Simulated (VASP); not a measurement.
Method: PBEsol GGA, VASP's PBE PAW potentials (set 64) (plane waves; VASP).

VASP input:

**INCAR**
```
ALGO = Normal
EDIFF = 1E-7
ENCUT = 520
GGA = PS
ICHARG = 11
ISMEAR = 0
LASPH = .TRUE.
LCHARG = .FALSE.
LMAXMIX = 4
LORBIT = 11
LREAL = .FALSE.
LWAVE = .FALSE.
NELM = 100
PREC = Accurate
SIGMA = 0.05
SYSTEM = VZr3N4
```

**KPOINTS**
```
k-points along high-symmetry lines
15
Line-mode
Reciprocal
  0.000000   0.000000   0.000000 ! GAMMA
  0.000000   0.500000   0.000000 ! X

  0.000000   0.500000   0.000000 ! X
  0.500000   0.500000   0.000000 ! M

  0.500000   0.500000   0.000000 ! M
  0.000000   0.000000   0.000000 ! GAMMA

  0.000000   0.000000   0.000000 ! GAMMA
  0.500000   0.500000   0.500000 ! R

  0.500000   0.500000   0.500000 ! R
  0.000000   0.500000   0.000000 ! X

  0.500000   0.500000   0.500000 ! R
  0.500000   0.500000   0.000000 ! M
```

POSCAR:
```
VZr3N4
4.46450
  1.0000000721   0.0000000000   0.0000000000
  0.0000000000   1.0000000721   0.0000000000
  0.0000000000   0.0000000000   1.0000000721
Zr N V
3 4 1
Direct
  0.0000000000   0.0000000000   0.0000000000
  0.5000000000   0.5000000000   0.0000000000
  0.5000000000   0.0000000000   0.5000000000
  0.5000000000   0.5000000000   0.5000000000
  0.0000000000   0.0000000000   0.5000000000
  0.0000000000   0.5000000000   0.0000000000
  0.5000000000   0.0000000000   0.0000000000
  0.0000000000   0.5000000000   0.5000000000
```

POTCAR, in this order: Zr_sv N V_sv (PBE.64 set). Program: vasp_std. Read from the step before: CHGCAR.

Output of the run:

File OUTCAR:
```
 ion  position               nearest neighbor table
   1  0.000  0.000  0.000-   5 2.23   6 2.23   7 2.23   5 2.23   6 2.23   7 2.23   3 3.16   3 3.16
                             8 3.16   2 3.16   2 3.16   8 3.16   8 3.16   2 3.16   3 3.16   8 3.16
   2  0.500  0.500  0.000-   4 2.23   6 2.23   7 2.23   4 2.23   7 2.23   6 2.23   3 3.16   3 3.16
                             8 3.16   1 3.16   3 3.16   1 3.16   3 3.16   1 3.16   8 3.16   8 3.16
   3  0.500  0.000  0.500-   4 2.23   5 2.23   7 2.23   7 2.23   4 2.23   5 2.23   1 3.16   2 3.16
                             2 3.16   2 3.16   1 3.16   8 3.16   2 3.16   1 3.16   8 3.16   8 3.16
   4  0.500  0.500  0.500-   2 2.23   3 2.23   8 2.23   2 2.23   3 2.23   8 2.23
   5  0.000  0.000  0.500-   1 2.23   3 2.23   8 2.23   1 2.23   8 2.23   3 2.23
   6  0.000  0.500  0.000-   1 2.23   2 2.23   8 2.23   8 2.23   1 2.23   2 2.23
   7  0.500  0.000  0.000-   1 2.23   2 2.23   3 2.23   3 2.23   2 2.23   1 2.23
   8  0.000  0.500  0.500-   4 2.23   5 2.23   6 2.23   6 2.23   5 2.23   4 2.23   1 3.16   2 3.16
                             1 3.16   1 3.16   3 3.16   2 3.16   1 3.16   2 3.16   3 3.16   3 3.16
  LATTYP: Found a simple cubic cell.
 ALAT       =     4.4645003220
 Subroutine PRICEL returns:
 Original cell was already a primitive cell.
 Subroutine GETGRP returns: Found 48 space group operations
The static configuration has the point symmetry D_4h.
 The point group associated with its full space group is O_h .
The dynamic configuration has the point symmetry D_4h.
 Subroutine INISYM returns: Found 48 space group operations
   k-points           NKPTS =     90   k-points in BZ     NKDIM =     90   number of bands    NBANDS=     41
   number of dos      NEDOS =    301   number of ions     NIONS =      8
   total plane-waves  NPLWV =  46656
...
```

### OSZICAR
```
       N       E                     dE             d eps       ncg     rms          rms(c)
DAV:   1     0.791221868272E+03    0.79122E+03   -0.39207E+04  7380   0.178E+03
DAV:   2    -0.846932647597E+01   -0.79969E+03   -0.78098E+03  8054   0.530E+02
DAV:   3    -0.799775551656E+02   -0.71508E+02   -0.69702E+02 11393   0.136E+02
DAV:   4    -0.843185591002E+02   -0.43410E+01   -0.43089E+01 10463   0.280E+01
DAV:   5    -0.844942678600E+02   -0.17571E+00   -0.17562E+00 10648   0.522E+00
DAV:   6    -0.844978313012E+02   -0.35634E-02   -0.35627E-02 10446   0.803E-01
DAV:   7    -0.844979436509E+02   -0.11235E-03   -0.11235E-03 10488   0.122E-01
DAV:   8    -0.844979473447E+02   -0.36938E-05   -0.36931E-05  9952   0.203E-02
DAV:   9    -0.844979475201E+02   -0.17542E-06   -0.17440E-06  9072   0.360E-03
DAV:  10    -0.844979475266E+02   -0.64692E-08   -0.79495E-08  5968   0.818E-04
   1 F= -.84497948E+02 E0= -.84492529E+02  d E =-.108377E-01
```

File OUTCAR:
```
 val. band max:       11.9053365430   @ k =   0.2500   0.2500   0.0000

 cond. band min:      11.9104607820   @ k =   0.3929   0.5000   0.0000



 k-point     1 :       0.0000    0.0000    0.0000
  band No.  band energies     occupation
      1     -53.1309      2.00000
      2     -37.4016      2.00000
      3     -37.2011      2.00000
      4     -37.2011      2.00000
      5     -27.0979      2.00000
      6     -27.0979      2.00000
      7     -27.0979      2.00000
      8     -16.0094      2.00000
      9     -16.0094      2.00000
     10     -16.0094      2.00000
     11     -15.4544      2.00000
     12     -15.4544      2.00000
     13     -15.4544      2.00000
     14     -15.1489      2.00000
     15     -15.1489      2.00000
     16     -15.1489      2.00000
     17      -4.6293      2.00000
     18      -4.2387      2.00000
     19      -3.7321      2.00000
     20      -3.7321      2.00000
     21       6.9038      2.00000
     22       6.9038      2.00000
     23       6.9038      2.00000
     24       8.3267      2.00000
     25       8.3267      2.00000
     26       8.3267      2.00000
     27       8.4900      2.00000
     28       8.4900      2.00000
     29       8.4900      2.00000
     30       9.0044      2.00000
     31       9.0044      2.00000
     32       9.0044      2.00000
     33       9.3723      2.00000
     34       9.3723      2.00000
     35       9.3723      2.00000
     36      11.0899      2.00000
     37      11.0900      2.00000
     38      11.0900      2.00000
     39      12.0633      0.00001
     40      12.0633      0.00001
     41      14.5279      0.00000

 k-point     2 :       0.0000    0.0357    0.0000
  band No.  band energies     occupation
      1     -53.1309      2.00000
      2     -37.4010      2.00000
      3     -37.2017      2.00000
      4     -37.2011      2.00000
      5     -27.0980      2.00000
      6     -27.0980      2.00000
      7     -27.0980      2.00000
      8     -16.0080      2.00000
...
```

The density is held fixed in this step, so its total energy and stress have no physical meaning.

The structure was generated: VZr3N4 was put into an ordered model structure (Pm-3m), which need not be its known phase. It was relaxed first. The run is not spin-polarised, so no magnetic state was tried. The electron count is odd and the run is not spin-polarised, which forces a metal.
